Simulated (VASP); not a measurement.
An input for Quantum ESPRESSO's pw.x (written as the equivalent of a VASP run, and not itself run):

```
&CONTROL
  calculation = 'vc-relax'
  pseudo_dir = './pseudo'
  outdir = './out'
  tprnfor = .true.
  tstress = .true.
  nstep = 60
  forc_conv_thr = 0.00039
/
&SYSTEM
  ibrav = 0
  nat = 2
  ntyp = 2
  ecutwfc = 84
  occupations = 'smearing'
  smearing = 'gaussian'
  degauss = 0.003675
  input_dft = 'vdw-df-obk8'
/
&ELECTRONS
  conv_thr = 7.3e-08
  electron_maxstep = 100
/
&IONS
/
&CELL
/
ATOMIC_SPECIES
  Mg 24.305 Mg.upf
  O 15.999 O.upf
CELL_PARAMETERS angstrom
     0.0000000    2.1050000    2.1050000
     2.1050000    0.0000000    2.1050000
     2.1050000    2.1050000    0.0000000
ATOMIC_POSITIONS crystal
  Mg   0.0000000  0.0000000  0.0000000
  O    0.5000000  0.5000000  0.5000000
K_POINTS automatic
  10 10 10 0 0 0
```

### Question
Translate this input to VASP (INCAR, KPOINTS, POSCAR, choice of POTCAR).

### Answer
One answer among several that fit: 
### KPOINTS
```
Automatic mesh
0
Gamma
10 10 10
0 0 0
```

File POSCAR:
```
MgO
1
    0.0000000000     2.1050000000     2.1050000000
    2.1050000000     0.0000000000     2.1050000000
    2.1050000000     2.1050000000     0.0000000000
Mg O
1 1
Direct
  0.0000000000   0.0000000000   0.0000000000
  0.5000000000   0.5000000000   0.5000000000
```

**INCAR**
```
# general
SYSTEM   = MgO
PREC     = Accurate
ENCUT    = 520   # plane-wave cut-off (eV)
LREAL    = .False.   # projection in real space or not
LASPH    = .True.   # aspherical one-centre terms

# electronic loop
EDIFF    = 1E-6   # SCF stop (eV)
NELM     = 100   # most electronic steps
ALGO     = Normal   # blocked Davidson

# smearing
ISMEAR   = 0   # Gaussian
SIGMA    = 0.05

# functional
GGA      = BO
LUSE_VDW = .True.
AGGAC    = 0.0
PARAM1   = 0.1833333333
PARAM2   = 0.22

# ions
IBRION   = 2
NSW      = 60   # most ionic steps
ISIF     = 3   # ions, shape and volume
EDIFFG   = -0.01

# output
LWAVE    = .False.
LCHARG   = .False.
```

POTCAR, in this order: Mg O (PBE.64 set). Program: vasp_std.

What does not carry over: the potentials are each code's own (VASP's PAW set, PseudoDojo norm-conserving files in pw.x), so ENCUT and ecutwfc are chosen apart and not converted; conv_thr bounds pw.x's estimated SCF error, while EDIFF bounds the energy change between steps; forc_conv_thr acts on force components and is met together with etot_conv_thr.

The compound is MgO in the rock salt structure. This run relaxes it. Symmetry was kept, so distortions that lower it aren't found.
